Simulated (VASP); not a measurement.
The system is Bi.

```
CELL_PARAMETERS angstrom
2.26750 1.30914 3.93800
-2.26750 1.30914 3.93800
0.00000 -2.61828 3.93800
ATOMIC_POSITIONS crystal
Bi 0.23400 0.23400 0.23400
Bi 0.76600 0.76600 0.76600
```

| Property | Result |
| --- | --- |
| Program | VASP 6.6.1 |
| Task | relaxation of cell and atoms |
| Functional | PBE |
| Dispersion | D3(BJ) |
| Potentials or basis | VASP PAW PBE potentials, release 64 (Bi_d) |
| Cutoff | 600 eV |
| k mesh | 12 × 12 × 10 |
| Occupations | methfessel-paxton, width 0.1 eV |
| Spin | no spin polarisation |

At the start: pressure 0.1 GPa; volume 35.07 Å³/atom.

Task: Where does the relaxation end?

Result: Over 7 steps the energy falls by 4.0 meV/atom and the volume is 34.55 Å³/atom (-1.5 %); space group R-3m (No. 166, to 0.05 Å).

Step by step:
```csv
step,energy change (eV),largest force (eV/Å),pressure (GPa),volume (Å³)
1,0.0000,0.2259,0.07,70.14
2,-0.0037,0.1211,-0.25,70.30
3,-0.0049,0.0353,-0.46,70.44
4,-0.0071,0.0315,0.06,69.35
5,-0.0071,0.0298,0.03,69.31
6,-0.0076,0.0191,0.05,69.25
7,-0.0080,0.0064,0.02,69.10
```

Final structure:
```cif
data_structure
_symmetry_space_group_name_H-M 'P 1'
_symmetry_Int_Tables_number 1
_cell_length_a 4.6877
_cell_length_b 4.6877
_cell_length_c 4.6877
_cell_angle_alpha 57.766
_cell_angle_beta 57.766
_cell_angle_gamma 57.766
_cell_volume 69.10
loop_
_atom_site_label
_atom_site_type_symbol
_atom_site_fract_x
_atom_site_fract_y
_atom_site_fract_z
_atom_site_occupancy
Bi1 Bi 0.23732 0.23732 0.23732 1
Bi2 Bi 0.76268 0.76268 0.76268 1
```

Caveat: pairwise dispersion overbinds metals, which lowers pressure and volume.
